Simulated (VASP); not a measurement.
All values below come from PBE GGA, VASP's PBE PAW potentials (set 64) (plane waves; VASP).

Input for VASP

### KPOINTS
```
K-points
0
Gamma
3 3 3
```

### INCAR
```
SYSTEM = CuI
PREC = Accurate; ENCUT = 300; LREAL = .FALSE.
LASPH = .TRUE.
EDIFF = 1E-6; NELM = 100; ALGO = Normal
LMAXMIX = 4
ISMEAR = 0; SIGMA = 0.02
GGA = PE
ISIF = 2
LWAVE = .FALSE.; LCHARG = .FALSE.
```

POSCAR:
```
CuI
3.0343780
  0.0000000000   1.0000000000   1.0000000000
  1.0000000000   0.0000000000   1.0000000000
  1.0000000000   1.0000000000   0.0000000000
Cu I
1 1
Cartesian
  0.0000000000   0.0000000000   0.0000000000
  0.5000000000   0.5000000000   0.5000000000
```

POTCAR, in this order: Cu I (PBE.64 set). Program: vasp_std.

Gaps are read on the run's mesh, which can miss a band edge. Unless said otherwise, spin-orbit coupling is left out, though it shifts the bands of the heavy elements here.

Q: Estimate the energy per atom (σ→0), band gap (on the k-mesh).

A: 
```
Quantity                          Result
------------------------  --------------
energy per atom (σ→0)     -2.704 eV/atom
band gap (on the k-mesh)         1.13 eV
```

File OSZICAR:
```
...
DAV:   8    -0.541086827887E+01   -0.34149E-02   -0.53174E-02   158   0.408E+00    0.506E-01
DAV:   9    -0.540793606293E+01    0.29322E-02   -0.16737E-02   119   0.389E+00    0.134E-01
DAV:  10    -0.540816883388E+01   -0.23277E-03   -0.90611E-04   132   0.321E-01    0.414E-02
DAV:  11    -0.540823093469E+01   -0.62101E-04   -0.24349E-04   119   0.402E-01    0.263E-02
DAV:  12    -0.540823121280E+01   -0.27811E-06   -0.16521E-05   166   0.920E-02    0.143E-02
DAV:  13    -0.540823204569E+01   -0.83289E-06   -0.12843E-05   151   0.104E-01    0.738E-03
DAV:  14    -0.540823175822E+01    0.28747E-06   -0.93331E-07    72   0.225E-02
   1 F= -.54082318E+01 E0= -.54082318E+01  d E =-.184684E-12
```

The structure is a typed CuI crystal. The cell was not relaxed at this level. The k-mesh is coarse (spacing up to 0.60 per Å, 2π included), so the numbers may not be converged in it. The run is one of a series of settings (KPOINTS 3×3×3 Γ-centred mesh against the base run), some of them coarse on purpose.
